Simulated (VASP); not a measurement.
Shape and ions are relaxed at each volume.

```
MoSi2
1.0
   -1.64493     1.64493     4.00403
    1.64493    -1.64493     4.00403
    1.64493     1.64493    -4.00403
Si Mo
2 1
Cartesian
  0.00000   0.00000   5.31506
  0.00000   0.00000   2.69301
  1.64493   1.64493   4.00403
```

Level of theory: vdW-DF2, VASP's PBE PAW potentials (set 64) (plane waves; VASP 6.6.1). Settings: 520 eV cut-off, 13×13×13 Γ-centred mesh, first-order Methfessel-Paxton smearing of 0.10 eV, potentials Si Mo_sv.

### Question
Give the energy at these volumes per atom, relative to the lowest: 13.57, 14.00, 14.44, 14.87, 15.30 Å³.

### Answer
29.9, 7.2, 0.0, 5.8, 22.4 meV/atom. A third-order Birch-Murnaghan fit gives B0 = 159 GPa and B0′ = 5.0.

The compound is MoSi2 in the MoSi2 type structure. It was relaxed first, which changed the volume by +7 %.
